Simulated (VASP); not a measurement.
Method: PBE GGA with D4 dispersion, VASP's PBE PAW potentials (set 64) (plane waves; VASP).

A VASP calculation is set up with these files.

POSCAR:
```
RuAl
1
    2.9780420274     0.0000000000     0.0000000000
    0.0000000000     2.9780420274     0.0000000000
    0.0000000000    -0.0000000000     2.9780420274
Al Ru
1 1
Direct
  0.5000000000   0.5000000000   0.5000000000
  0.0000000000   0.0000000000   0.0000000000
```

File KPOINTS:
```
k-points along high-symmetry lines
15
Line-mode
Reciprocal
  0.000000   0.000000   0.000000 ! GAMMA
  0.000000   0.500000   0.000000 ! X

  0.000000   0.500000   0.000000 ! X
  0.500000   0.500000   0.000000 ! M

  0.500000   0.500000   0.000000 ! M
  0.000000   0.000000   0.000000 ! GAMMA

  0.000000   0.000000   0.000000 ! GAMMA
  0.500000   0.500000   0.500000 ! R

  0.500000   0.500000   0.500000 ! R
  0.000000   0.500000   0.000000 ! X

  0.500000   0.500000   0.500000 ! R
  0.500000   0.500000   0.000000 ! M
```

### INCAR
```
# general
SYSTEM  = RuAl
PREC    = Accurate
ENCUT   = 520   # plane-wave cut-off (eV)
LREAL   = F   # projection in real space or not
LASPH   = T
ICHARG  = 11

# electronic loop
EDIFF   = 1E-7   # SCF stop (eV)
NELM    = 100   # most electronic steps
ALGO    = Normal   # blocked Davidson
LMAXMIX = 4

# smearing
ISMEAR  = 0   # Gaussian
SIGMA   = 0.05   # width (eV)

# functional
GGA     = PE
IVDW    = 13

# output
LWAVE   = F
LCHARG  = F
LORBIT  = 11
```

POTCAR, in this order: Al Ru_pv (PBE.64 set). Program: vasp_std. Read from the step before: CHGCAR.

Output

File OSZICAR:
```
       N       E                     dE             d eps       ncg     rms          rms(c)
DAV:   1     0.116666780366E+03    0.11667E+03   -0.95415E+03  2200   0.133E+03
DAV:   2    -0.111299917946E+02   -0.12780E+03   -0.12186E+03  2356   0.347E+02
DAV:   3    -0.134890823911E+02   -0.23591E+01   -0.22590E+01  2656   0.480E+01
DAV:   4    -0.135137603663E+02   -0.24678E-01   -0.24538E-01  2516   0.483E+00
DAV:   5    -0.135144726871E+02   -0.71232E-03   -0.71193E-03  2844   0.652E-01
DAV:   6    -0.135144892508E+02   -0.16564E-04   -0.16562E-04  2736   0.792E-02
DAV:   7    -0.135144895544E+02   -0.30361E-06   -0.30439E-06  2812   0.813E-03
DAV:   8    -0.135144895594E+02   -0.50759E-08   -0.51817E-08  1784   0.865E-04
   1 F= -.14474218E+02 E0= -.14473678E+02  d E =-.107925E-02
```

### OUTCAR
```
 val. band max:       11.7683141338   @ k =   0.3929   0.5000   0.3929

 cond. band min:      11.8979836540   @ k =   0.4286   0.4286   0.4286



 k-point     1 :       0.0000    0.0000    0.0000
  band No.  band energies     occupation
      1     -30.8593      2.00000
      2     -30.8593      2.00000
      3     -30.8593      2.00000
      4       1.1556      2.00000
      5       7.2709      2.00000
      6       7.2709      2.00000
      7      11.0938      2.00000
      8      11.0938      2.00000
      9      11.0938      2.00000
     10      17.0557      0.00000
     11      17.0557      0.00000
     12      17.0557      0.00000

 k-point     2 :       0.0000    0.0357    0.0000
  band No.  band energies     occupation
      1     -30.8621      2.00000
      2     -30.8590      2.00000
      3     -30.8590      2.00000
      4       1.1805      2.00000
      5       7.2798      2.00000
      6       7.2803      2.00000
      7      11.0612      2.00000
      8      11.0612      2.00000
      9      11.0969      2.00000
     10      16.9236      0.00000
     11      17.1070      0.00000
     12      17.1070      0.00000

 k-point     3 :       0.0000    0.0714    0.0000
  band No.  band energies     occupation
      1     -30.8703      2.00000
      2     -30.8583      2.00000
      3     -30.8583      2.00000
      4       1.2550      2.00000
      5       7.3061      2.00000
      6       7.3067      2.00000
      7      10.9679      2.00000
      8      10.9679      2.00000
      9      11.1061      2.00000
     10      16.5703      0.00000
     11      17.2564      0.00000
     12      17.2564      0.00000

 k-point     4 :       0.0000    0.1071    0.0000
  band No.  band energies     occupation
      1     -30.8836      2.00000
      2     -30.8572      2.00000
      3     -30.8572      2.00000
      4       1.3780      2.00000
      5       7.3449      2.00000
      6       7.3490      2.00000
      7      10.8249      2.00000
...
```

The density is held fixed in this step, so its total energy and stress have no physical meaning.

The compound is RuAl in the CsCl type structure. It was relaxed first. The electron count is odd and the run is not spin-polarised, which forces a metal.
